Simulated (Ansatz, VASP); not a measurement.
# TlBr3: VASP beside Ansatz

One calculation is typed for both programs; each brings its own data sets. How far apart do they land? The cell is generated by rule, not measured, and may not be a known phase. The cell is taken from a series of runs on this material, whose earlier steps may have relaxed, scaled, displaced or heated it; both programs get it as it stands.

Program: Ansatz 0.2.0. Level of theory: plane waves, with VASP 6.6.1 beside it; relaxation of cell and atoms at PBEsol. Results are calculated unless marked as measured.

The structure was built from a prototype and need not be the compound's stable phase.

## Step 1: The starting structure

Symmetry: Pm-3m, No. 221, cubic system. Conventional cell: a = 5.519 Å, b = 5.519 Å, c = 5.519 Å, α = 90.00°, β = 90.00°, γ = 90.00°. Nearest to Tl lie 6 Br at 2.76 Å. Br has 2 Tl at 2.76 Å nearest. Farther neighbours and most contacts between anions are not listed.

## Step 2: VASP: relaxation of cell and atoms, PBEsol

The relaxed volume is the usual yardstick between codes: in a stiff, nearly cubic crystal its relative difference is about their pressure difference at one cell divided by the bulk modulus.

Lines of VASP's logs that name or quote its potential files are left out, and so is its time.

Contents of INCAR:

```
SYSTEM = TlBr3
PREC = Accurate
ENCUT = 500
EDIFF = 1E-07
NELM = 120
ISMEAR = 0
SIGMA = 0.1
LREAL = .FALSE.
ALGO = Normal
GGA = PS
NBANDS = 23
LORBIT = 11
LWAVE = .FALSE.
LCHARG = .FALSE.
ISIF = 3
IBRION = 2
NSW = 80
EDIFFG = -0.005
LASPH = .TRUE.
GGA_COMPAT = .FALSE.
NELMIN = 4
KPAR = 2
```

Contents of POSCAR:

```
TlBr3
1.0
    5.5193000000      0.0000000000      0.0000000000
    0.0000000000      5.5193000000      0.0000000000
    0.0000000000      0.0000000000      5.5193000000
Tl Br
1 3
Direct
    0.0000000000      0.0000000000      0.0000000000
    0.5000000000      0.0000000000      0.0000000000
    0.0000000000      0.5000000000      0.0000000000
    0.0000000000      0.0000000000      0.5000000000
```

Contents of KPOINTS:

```
Automatic mesh
0
Gamma
8 8 8
0 0 0
```

The projector-augmented-wave data sets are Tl_d and Br (PBE family, release 64).

The run is started by

```console
$ mpirun -np 2 vasp_std
```

Numbers of over 12 decimals in the logs are rounded to 6 here.

Output:

```text
[banner, memory and clock lines left out]
running    2 mpi-ranks, on    1 nodes
 distrk:  each k-point on    1 cores,    2 groups
 distr:  one band on    1 cores,    1 groups

 POSCAR found type information on POSCAR TlBr
 POSCAR found :  2 types and       4 ions
|                                                                             |
|               ----> ADVICE to this user running VASP <----                  |
|                                                                             |
|     You enforced a specific xc type in the INCAR file but a different       |
|     [... a line on the potential file left out ...]
|     I HOPE YOU KNOW WHAT YOU ARE DOING!                                     |
|                                                                             |

 LDA part: xc-table for (Slater+PW92), standard interpolation
 POSCAR, INCAR and KPOINTS ok, starting setup
 FFT: planning ... GRIDC
 FFT: planning ... GRID_SOFT
 FFT: planning ... GRID
 WAVECAR not read
 entering main loop
       N       E                     dE             d eps       ncg     rms          rms(c)
DAV:   1     0.218339948015E+03    0.21834E+03   -0.14446E+04  1634   0.118E+03
DAV:   2     0.670070347540E+01   -0.21164E+03   -0.20550E+03  2097   0.240E+02
DAV:   3    -0.971047733034E+01   -0.16411E+02   -0.16240E+02  1862   0.645E+01
DAV:   4    -0.993116489379E+01   -0.22069E+00   -0.22033E+00  2002   0.860E+00
DAV:   5    -0.993443938475E+01   -0.32745E-02   -0.32740E-02  1956   0.106E+00    0.911E+00
DAV:   6    -0.933226523923E+01    0.60217E+00   -0.83749E-01  1848   0.720E+00    0.693E+00
DAV:   7    -0.927120254905E+01    0.61063E-01   -0.34126E-01  1981   0.375E+00    0.262E+00
DAV:   8    -0.926494039400E+01    0.62622E-02   -0.88656E-02  1771   0.233E+00    0.349E-01
DAV:   9    -0.926231520781E+01    0.26252E-02   -0.69764E-03  1911   0.770E-01    0.125E-01
DAV:  10    -0.926245025700E+01   -0.13505E-03   -0.96611E-04  1995   0.211E-01    0.671E-02
DAV:  11    -0.926236951346E+01    0.80744E-04   -0.27892E-04  1883   0.137E-01    0.125E-02
DAV:  12    -0.926237365784E+01   -0.41444E-05   -0.34002E-05  1764   0.351E-02    0.152E-02
DAV:  13    -0.926237356072E+01    0.97116E-07   -0.38627E-07  2224   0.385E-03
   1 F= -.92623736E+01 E0= -.92520671E+01  d E =-.926237E+01
 curvature:   0.00 expect dE= 0.000E+00 dE for cont linesearch  0.000E+00
 trial: gam= 0.00000 g(F)=  0.000E+00 g(S)=  0.190E-03 ort = 0.000E+00 (trialstep = 0.100E+01)
 search vector abs. value=  0.190E-03
 bond charge predicted
       N       E                     dE             d eps       ncg     rms          rms(c)
DAV:   1    -0.926407288147E+01   -0.16992E-02   -0.32681E-02  1813   0.120E+00    0.214E-01
DAV:   2    -0.926272371359E+01    0.13492E-02   -0.24108E-03  1841   0.338E-01    0.924E-02
DAV:   3    -0.926244515750E+01    0.27856E-03   -0.84407E-04  1855   0.189E-01    0.683E-02
DAV:   4    -0.926244023605E+01    0.49214E-05   -0.21756E-05  1837   0.305E-02    0.293E-02
DAV:   5    -0.926243905493E+01    0.11811E-05   -0.10389E-05  1811   0.242E-02    0.507E-03
DAV:   6    -0.926243895145E+01    0.10348E-06   -0.64985E-07  1778   0.582E-03    0.157E-03
DAV:   7    -0.926243880372E+01    0.14773E-06   -0.39028E-08  1281   0.112E-03    0.751E-04
DAV:   8    -0.926243880125E+01    0.24670E-08   -0.29216E-08  1197   0.101E-03
   2 F= -.92624388E+01 E0= -.92522118E+01  d E =-.652405E-04
 trial-energy change:   -0.000065  1 .order   -0.000084   -0.000190    0.000022
 step:   0.8168(harm=  0.8975)  dis= 0.00000  next Energy=    -9.262441 (dE=-0.673E-04)
 reached required accuracy - stopping structural energy minimisation
```

OUTCAR, selected parts (step 2):

```text
ion  position               nearest neighbor table
   1  0.000  0.000  0.000-   2 2.76   3 2.76   4 2.76   4 2.76   3 2.76   2 2.76
   2  0.500  0.000  0.000-   1 2.76   1 2.76
   3  0.000  0.500  0.000-   1 2.76   1 2.76
   4  0.000  0.000  0.500-   1 2.76   1 2.76

  LATTYP: Found a simple cubic cell.
 ALAT       =     5.5193000000

 Subroutine GETGRP returns: Found 48 space group operations
 (whereof 48 operations were pure point group operations)

The static configuration has the point symmetry O_h .

 Found     35 irreducible k-points:

   k-points           NKPTS =     35   k-points in BZ     NKDIM =     35   number of bands    NBANDS=     23

   dimension x,y,z NGX =    40 NGY =   40 NGZ =   40
   dimension x,y,z NGXF=    80 NGYF=   80 NGZF=   80

   ENCUT  =  500.0 eV  36.75 Ry    6.06 a.u.  10.06 10.06 10.06*2*pi/ulx,y,z

   NELECT =      34.0000    total number of electrons

 k-points in reciprocal lattice and weights: Automatic mesh
   0.00000000  0.00000000  0.00000000       0.002
   0.12500000  0.00000000  0.00000000       0.012
   0.25000000  0.00000000  0.00000000       0.012
   0.37500000  0.00000000  0.00000000       0.012
   0.50000000  0.00000000  0.00000000       0.006
   0.12500000  0.12500000  0.00000000       0.023
   0.25000000  0.12500000  0.00000000       0.047
   0.37500000  0.12500000  0.00000000       0.047
   0.50000000  0.12500000  0.00000000       0.023
[...]
0.50000000  0.50000000  0.37500000       0.012
   0.50000000  0.50000000  0.50000000       0.002

 average (electrostatic) potential at core
       1 -89.8989       2 -65.6934       3 -65.6934       4 -65.6934

 E-fermi :  -1.4641

 k-point     1 :       0.0000    0.0000    0.0000
  band No.  band energies     occupation
    ...
     14      -2.0626      2.00000
     15      -2.0626      2.00000
     16      -2.0177      2.00000
     17      -2.0177      2.00000
     18      -2.0177      2.00000
     19       4.3563      0.00000
     20       6.9336      0.00000
     21       6.9336      0.00000
     22       6.9336      0.00000
     23       7.0462      0.00000

 k-point     2 :       0.1250    0.0000    0.0000
  band No.  band energies     occupation
    ...
     14      -2.0804      2.00000
     15      -2.0790      2.00000
     16      -2.0272      2.00000
     17      -2.0272      2.00000
     18      -1.9462      2.00000
     19       4.4959      0.00000
     20       6.9490      0.00000
     21       6.9490      0.00000
     22       6.9734      0.00000
     23       7.0202      0.00000

 k-point     3 :       0.2500    0.0000    0.0000
  band No.  band energies     occupation
    ...
     14      -2.1436      2.00000
     15      -2.1179      2.00000
     16      -2.0316      2.00000
     17      -2.0316      2.00000
     18      -1.5355      1.68760
     19       4.8827      0.00000
     20       6.4693      0.00000
     21       6.9715      0.00000
     22       7.0071      0.00000
     23       7.0076      0.00000

  Total        0.0082864      0.0082864      0.0082864     -0.0000000     -0.0000000      0.0000000
  in kB        0.0791705      0.0791705      0.0791705     -0.0000000     -0.0000000      0.0000000
  external PRESSURE =       0.0791705 kB  Pullay stress =       0.0000000 kB

  energy-cutoff  :      500.00
  volume of cell :      167.69
      direct lattice vectors                 reciprocal lattice vectors
     5.514472262  0.000000000 -0.000000000     0.181341016  0.000000000 -0.000000000
    -0.000000000  5.514472262 -0.000000000    -0.000000000  0.181341016 -0.000000000
     0.000000000  0.000000000  5.514472262     0.000000000  0.000000000  0.181341016

 POSITION                                       TOTAL-FORCE (eV/Angst)
 -----------------------------------------------------------------------------------
      0.00000      0.00000      0.00000        -0.000000     -0.000000      0.000000
      2.75724      0.00000     -0.00000        -0.000000     -0.000000      0.000000
     -0.00000      2.75724     -0.00000        -0.000000      0.000000      0.000000
      0.00000      0.00000      2.75724         0.000000      0.000000      0.000000
 -----------------------------------------------------------------------------------
    total drift:                                0.000000     -0.000000     -0.000000

  FREE ENERGIE OF THE ION-ELECTRON SYSTEM (eV)
  ---------------------------------------------------
  free  energy   TOTEN  =        -9.2624388013 eV

  energy  without entropy=       -9.2419847450  energy(sigma->0) =       -9.25221177

 reached required accuracy - stopping structural energy minimisation

 total charge
# of ion       s       p       d       tot
------------------------------------------
    1        0.938   0.424   9.732  11.093
    2        1.614   3.168   0.011   4.794
    3        1.614   3.168   0.011   4.794
    4        1.614   3.168   0.011   4.794
--------------------------------------------------
tot          5.781   9.928   9.766  25.475

[... 3 further parts left out ...]
```

CONTCAR:

```
TlBr3
   1.00000000000000
     5.5144722616333972    0.0000000000000000   -0.0000000000000000
    -0.0000000000000000    5.5144722616333972   -0.0000000000000000
     0.0000000000000000    0.0000000000000000    5.5144722616333972
  Tl              Br
     1     3
Direct
     0.0000000000000000    0.0000000000000000    0.0000000000000000
     0.5000000000000000    0.0000000000000000    0.0000000000000000
     0.0000000000000000    0.5000000000000000    0.0000000000000000
     0.0000000000000000    0.0000000000000000    0.5000000000000000
```

## Step 3: Ansatz: relaxation of cell and atoms, PBEsol

Ansatz runs on norm-conserving files, of PseudoDojo where its log says so.

The same cell, functional, mesh and smearing now go to Ansatz, which takes its cutoff from its data sets.

Contents of input.yaml:

```yaml
crystal:
  lattice:
    - [5.5193, 0.0, 0.0]
    - [0.0, 5.5193, 0.0]
    - [0.0, 0.0, 5.5193]
  atoms:
    - { symbol: Tl, position: [0.0, 0.0, 0.0] }
    - { symbol: Br, position: [0.5, 0.0, 0.0] }
    - { symbol: Br, position: [0.0, 0.5, 0.0] }
    - { symbol: Br, position: [0.0, 0.0, 0.5] }
kpoints:
  mp_grid: { grid: [8, 8, 8] }
hamiltonian:
  xc: pbesol
  pseudopotentials: { kind: nc }
scf:
  occupations: { method: gaussian, width: 0.1 }
output:
  forces: true
  stress: true
  eigenvalues: true
relax:
  adjacent_minimum: "off"
  f_tol: 0.005
  max_steps: 80
  cell: { stress_tol: 0.05 }
```

The run is started by

```console
$ ansatz run input.yaml --threads 4 --pin off --max-ram 7168MiB --backend cpu --events-out ev --progress --plain --runs-dir out
```

Output:

```text
Engine: ansatz 0.2.0, x86_64-unknown-linux-gnu
Pseudopotentials: kind: nc
Pseudopotential: Tl, nc, valence charge 13, recommended cutoff 843.552974 eV (normal), Tl.nc.azcp (PseudoDojo's, or run here from an input of PseudoDojo's: the run reads no file of this project's for it)
Pseudopotential: Br, nc, valence charge 7, recommended cutoff 625.861884 eV (normal), Br.nc.azcp (PseudoDojo's, or run here from an input of PseudoDojo's: the run reads no file of this project's for it)
Functional definition: PBEsol
  exchange = pbesol_x
  correlation = pbesol_c
Crystal: 4 atoms, lattice volume = 168.133 Å³
Basis set: ecut = 843.552974 eV, 9315 PW (Γ), exchange–correlation on 108×108×108 points (8 copies of the dense FFT grid, shifted against one another)
Bands: 21, of which v1, the nominal top of the filled ones, is band 17 counted from 1 (16 counted from 0)
Symmetry: 48 space group operations
Space group: Pm-3m (ITA 221), of the structure as read, at distance tolerance 5.5e-5 Å
k-points: 35 of 512
Non-local potential: Tl, projectors of the file, l = 0: 2, l = 1: 2, l = 2: 2
Non-local potential: Br, projectors of the file, l = 0: 2, l = 1: 2, l = 2: 2
Initial density: superposition of atomic densities (chi_scale 0.1, normalization cell, long waves kept (reshape's long-wave potential 0.03 eV rms))
Initial wavefunctions: pseudopotential atomic-orbital guess
Functional: x = pbesol(κ = 0.804, μ = 0.123457), c = pbesol(β = 0.046)
SCF iter   1: F=—  HF=-2936.159375 eV  |F-HF|=—  |Δ(HF+E_count)|=         —  Δρ=2.75e-2  dr2=1.81e0  ethr=3.10e-3  ⟨swp⟩=6.5  Hψ=3893  notcnv=0
preconditioner: auto → LDOS  [metal: Δε(μ)=0.012 eV  Ē_g=11.933 eV  σ=0.100 eV  W_gap=0.07  n_scr=26 (ndim 8)  ℏωp=16.7 eV  f_vac=0.231  D(μ)=4.88/eV (n_scr^D=32)  β→1.0]
SCF iter   2: F=—  HF=-2935.543700 eV  |F-HF|=—  |Δ(HF+E_count)|=   6.16e-1  Δρ=1.31e-2  dr2=1.93e-1  ethr=3.10e-3  ⟨swp⟩=3.0  Hψ=1758  notcnv=0
SCF iter   3: F=—  HF=-2935.462757 eV  |F-HF|=—  |Δ(HF+E_count)|=   8.09e-2  Δρ=1.68e-3  dr2=7.38e-3  ethr=5.69e-4  ⟨swp⟩=2.8  Hψ=1672  notcnv=0
SCF iter   4: F=—  HF=-2935.460544 eV  |F-HF|=—  |Δ(HF+E_count)|=   2.21e-3  Δρ=1.60e-4  dr2=3.10e-5  ethr=2.17e-5  ⟨swp⟩=2.3  Hψ=1218  notcnv=0
SCF iter   5: F=—  HF=-2935.460668 eV  |F-HF|=—  |Δ(HF+E_count)|=   1.24e-4  Δρ=4.50e-5  dr2=2.78e-6  ethr=9.11e-8  ⟨swp⟩=2.5  Hψ=1338  notcnv=0
SCF iter   6: F=-2935.460668 eV  HF=-2935.460668 eV  |F-HF|=1.39e-8  |Δ(HF+E_count)|=   2.97e-7  Δρ=5.04e-6  dr2=3.28e-8  ethr=2.94e-10  ⟨swp⟩=6.8  Hψ=5097  notcnv=0
SCF 1 converged in 6 iterations: F = -2935.460668 eV  dr2 = 3.28e-8
relax step   1: F+E_penalty+E_count = -2935.46066764 eV  Δ(F+E_penalty+E_count) = +0.000e0 eV  max|allowed force component| = 1.882e-29 eV/Å  Δτ_max = 0.0000 Å  P = +0.005 GPa  Ω = 168.133 Å³  (6 SCF iters, dr2 threshold 1.00e-7 eV, accepted)
Initial density: handed on by an earlier stage of this run
Initial wavefunctions: pseudopotential atomic-orbital guess (no wavefunctions were taken with the density)
iter 1 solved again at ethr=8.70e-7 eV; its pass at ethr=3.10e-3 eV (dr2=2.96e-4 eV) is discarded
SCF iter   1: F=—  HF=-2935.460542 eV  |F-HF|=—  |Δ(HF+E_count)|=         —  Δρ=5.49e-6  dr2=4.21e-8  ethr=8.70e-7  ⟨swp⟩=3.2  Hψ=6306  notcnv=0
eigensolver tolerance schedule: the retry pair's looser diagonalisation over-reported the residual by 7020.52 of it (diagonalisation noise at an unbounded share of the residual, at the tolerance the schedule requests for it); recorded, not acted on — ethr = c·dr2/N_el stays at c = 1.0e-1
preconditioner: auto → LDOS  [metal: Δε(μ)=0.045 eV  Ē_g=11.699 eV  σ=0.100 eV  W_gap=0.25  n_scr=26 (ndim 8)  ℏωp=16.7 eV  f_vac=0.244  D(μ)=4.21/eV (n_scr^D=26)  β→1.0]
SCF iter   2: F=—  HF=-2935.460668 eV  |F-HF|=—  |Δ(HF+E_count)|=   1.25e-4  Δρ=1.67e-6  dr2=3.77e-9  ethr=1.24e-10  ⟨swp⟩=4.1  Hψ=2376  notcnv=0
SCF iter   3: F=—  HF=-2935.460668 eV  |F-HF|=—  |Δ(HF+E_count)|=  4.88e-10  Δρ=4.01e-7  dr2=2.80e-10  ethr=1.11e-11  ⟨swp⟩=2.4  Hψ=1271  notcnv=0
SCF iter   4: F=-2935.460668 eV  HF=-2935.460668 eV  |F-HF|=2.73e-12  |Δ(HF+E_count)|=  2.86e-11  Δρ=6.33e-8  dr2=4.48e-12  ethr=1.00e-12  ⟨swp⟩=8.3  Hψ=4315  notcnv=0
SCF 2 converged in 4 iterations: F = -2935.460668 eV  dr2 = 4.48e-12
relax step   2: F+E_penalty+E_count = -2935.46066765 eV  Δ(F+E_penalty+E_count) = -6.149e-9 eV  max|allowed force component| = 2.058e-29 eV/Å  Δτ_max = 0.0000 Å  P = +0.006 GPa  Ω = 168.133 Å³  stress off target by 5.50e-3 GPa  SCF on the basis re-selected at this cell (its energy is not comparable with the rows above)  (4 SCF iters)
basis re-selected at this cell: Δ(F+E_penalty+E_count) = -6.149e-9 eV, ΔP = +0.000 GPa vs the last step (what re-selecting the basis moved, of the pressure what is left beyond the Pulay correction that the steps carried, after the strain that the cell walked since its last selection, with what the two solves' SCF thresholds leave and, on support functions, any second-order correction that the steps lacked; it is no m [...]
SCF converged after 4 iterations
Free energy (F): -2935.460668 eV
Harris-Foulkes:  -2935.460668 eV  (|F-HF|=2.73e-12)
Internal energy: -2935.439592 eV  (E = F + TS)
E sigma→0 (E₀):  -2935.450130 eV
Entropy (-TS):   -0.021075 eV (-5.269 meV/atom)
Fermi energy:    0.392130 eV
--- Per-component energies (eV) ---
  E_band       = -202.112417
  E_kinetic    = 1216.668684
  E_local      = -2559.056564  (includes V_loc(G=0)·N_el)
  E_nonlocal   = -109.713428
  E_hartree    = 914.085489
  E_xc         = -936.109601
  E_vxc        = -578.182001  (∫ρ·V_xc dr)
  E_ewald      = -1461.314172
  E_smearing   = -0.021075  (= −TS)
  E_closure    = -0.000000  (closes the sum)
  Σ components = -2935.460668   (vs F -2935.460668, Δ=0.00e0)
--- Forces (eV/Å), atoms counted from 1 ---
  atom   1  Tl    -0.00000000     0.00000000     0.00000000
  atom   2  Br     0.00000000    -0.00000000     0.00000000
  atom   3  Br     0.00000000     0.00000000    -0.00000000
  atom   4  Br     0.00000000     0.00000000     0.00000000
  max |Σ_I F_I| component: 5.50e-29 eV/Å
--- Stress (GPa, compression-positive) ---
        0.005504      -0.000000      -0.000000
       -0.000000       0.005504       0.000000
        0.000000       0.000000       0.005504
  P = ⅓ Tr σ = 0.0055 GPa (0.055 kbar)
--- Band table (eV; the first three rows and the last of 35) ---
  k-point 0: bands = [... 13 lower, -0.1977, -0.1977, -0.1552, -0.1552, -0.1552, 6.2167, 8.7944, 8.7944]
  k-point 1: bands = [... 13 lower, -0.2159, -0.2139, -0.1644, -0.1644, -0.0864, 6.3559, 8.8099, 8.8099]
  k-point 2: bands = [... 13 lower, -0.2797, -0.2526, -0.1683, -0.1683, 0.3120, 6.7416, 8.2992, 8.8333]
  k-point 34: bands = [... 13 lower, -0.1137, 0.4294, 0.4294, 0.4294, 4.2754, 4.6975, 4.6975, 4.6975]
--- Relaxed structure (1 steps of the walk, 1 accepted, 1 SCFs on fresh bases) ---
  F+E_penalty+E_count = -2935.46066765 eV   max|allowed force component| = 2.058e-29 eV/Å   (the final SCF, on the basis selected at the relaxed cell)
  cell:  # Å, volume = 168.1326 Å³
    - [5.5193, 0.0, 0.0]
    - [0.0, 5.5193, 0.0]
    - [0.0, 0.0, 5.5193]
  atoms:
    - { symbol: Tl, position: [0.0, 0.0, 0.0] }
    - { symbol: Br, position: [0.500000, 0.0, 0.0] }
    - { symbol: Br, position: [0.0, 0.500000, 0.0] }
    - { symbol: Br, position: [0.0, 0.0, 0.500000] }
```

## Step 4: Differences

Known differences besides the potentials themselves: the cutoff is 843.553 eV in Ansatz and 500 eV in VASP; Ansatz adds a Pulay correction to the stress that steers its cell, VASP none. Total energies have different zeros and are not compared.

Compared:

```csv
quantity,Ansatz,VASP,difference
volume (Å³),168.13,167.69,+0.26 %
"edge a after relaxation, in the typed setting (Å)",5.519,5.514,+0.09 %
```

## Step 5: Outcome

```json
{"difference in volume (relaxation of cell and atoms, PBEsol)": "0.26 %"}
```

The difference in volume is 0.26 % (relaxation of cell and atoms, PBEsol), within the 1.2 % picked in this series as the mark of a large difference, as far as the stopping tolerances let one tell. How closely two codes agree says nothing of how well the functional describes the real material.

[Lines on the potential files, build, host, timing and source positions are cut from VASP's logs without a mark.]

[Logs are printed without paths, hosts, clocks, repeated set-up lines and the standing remarks that a program may print on its own settings, such as how far it seeks lower states.]

[Hosts, paths, dates, database ids (printed as entryN), source tags and the programs' standing remarks are cut or masked in the printed files.]
